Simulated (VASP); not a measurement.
VASP ran on this input.

**KPOINTS**
```
kpoints
0
G
  7 7 7
```

INCAR:
```
SYSTEM = AgI
PREC = Accurate; ENCUT = 520; LREAL = .FALSE.
LASPH = .TRUE.
EDIFF = 1E-7; NELM = 100; ALGO = Normal
LMAXMIX = 4
ISMEAR = 0; SIGMA = 0.05
GGA = PE; IVDW = 11
ISIF = 2
LWAVE = .FALSE.; LCHARG = .FALSE.
```

File POSCAR:
```
AgI
1
    0.0000000000     3.1836548533     3.1836548533
    3.1836548533     0.0000000000     3.1836548533
    3.1836548533     3.1836548533     0.0000000000
Ag I
1 1
Direct
  0.0000000000   0.0000000000   0.0000000000
  0.2500000000   0.2500000000   0.2500000000
```

POTCAR, in this order: Ag I (PBE.64 set). Program: vasp_std.

Problem. Translate this PBE-D3 (zero damping) calculation to Quantum ESPRESSO's pw.x.

Solution. One equivalent input (not run):
```
&CONTROL
  calculation = 'scf'
  pseudo_dir = './pseudo'
  outdir = './out'
  tprnfor = .true.
  tstress = .true.
/
&SYSTEM
  ibrav = 0
  nat = 2
  ntyp = 2
  ecutwfc = 82
  occupations = 'smearing'
  smearing = 'gaussian'
  degauss = 0.003675
  input_dft = 'pbe'
  vdw_corr = 'grimme-d3'
  dftd3_version = 3
  dftd3_threebody = .false.
/
&ELECTRONS
  conv_thr = 7.3e-09
  electron_maxstep = 100
/
ATOMIC_SPECIES
  Ag 107.868 Ag.upf
  I 126.904 I.upf
CELL_PARAMETERS angstrom
     0.0000000    3.1836549    3.1836549
     3.1836549    0.0000000    3.1836549
     3.1836549    3.1836549    0.0000000
ATOMIC_POSITIONS crystal
  Ag   0.0000000  0.0000000  0.0000000
  I    0.2500000  0.2500000  0.2500000
K_POINTS automatic
  7 7 7 0 0 0
```
What does not carry over: the potentials are each code's own (VASP's PAW set, PseudoDojo norm-conserving files in pw.x), so ENCUT and ecutwfc are chosen apart and not converted; conv_thr bounds pw.x's estimated SCF error, while EDIFF bounds the energy change between steps.

The compound is AgI in the zinc blende structure, whereas wurtzite is the usual form. This cell is one point of a volume scan, at 0.94 of the reference volume.
